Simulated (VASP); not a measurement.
Hf: energy against strain

Hf (hcp, P6_3/mmc, 20.844 Å³/atom and stress up to 0.24 GPa in the relaxed cell, c along z) under an equal strain ε along x and y, with z held. LDA in VASP (plane waves, PAW), 480 eV, 18×18×10 Γ-centred mesh, Methfessel-Paxton smearing 0.10 eV; ions are relaxed, or left where forces stay under 0.02 eV/Å, within the symmetry of each cell. Against the start cell, which lies near the measured one, the relaxed cell differs by -6.3 % in volume and -2.2 % in c; the values below rest on it.

Here s stands for strain and y for E less E0.

| strain (%) | E less E0 (meV/atom) |
|---|---|
| -1.50 | 8.08 |
| -1.00 | 3.51 |
| -0.50 | 0.83 |
| 0.00 | 0.00 |
| 0.50 | 0.97 |
| 1.00 | 3.70 |
| 1.50 | 8.15 |
| 3.00 | ? |

Problem. Using a parabola, estimate the missing y at s = 3.00 from the other rows, showing the fit.

Solution. Least squares gives y = -0.001 + 0.0521·s + 3.6071·s². Residuals (row less fit): 0.043, -0.044, -0.045, 0.001, 0.043, 0.042, -0.043; standard error 0.053 (degrees of freedom: 4). Twice the quadratic coefficient over the volume, 2 × 3.6071 meV × 10⁴ × 0.1602 / 20.844 Å³, is the elastic constants 2(C11 + C12) = about 550 GPa. At the withheld row, y = -0.001 + 0.0521 × 3.0 + 3.6071 × 3.0² = 32.619 meV/atom. The calculation gives 31.23 meV/atom, 1.389 meV/atom below the prediction (4.4 % of the range of y in the table). The row lies outside the fitted rows, so this is an extrapolation. From the scatter of the fitted rows alone, a prediction at this place has a standard error of 0.203 meV/atom, so the miss is 6.8 times that.

A polynomial of degree 3 through the 12 other runs of the series gives 31.27 there, so most of the miss is curvature that the fit leaves out. In a metal these values are sensitive to mesh and smearing; energies are taken to zero smearing, stresses follow the free energy. Rows are the converged runs of the series near zero and its far end; series whose fitted rows scatter by over a few per cent of the range, as at a crossing or softening among them, aren't shown in this form, nor equations of state whose B0' disagrees with the runs' pressures. Most that stay on the fit to the last digits aren't either.
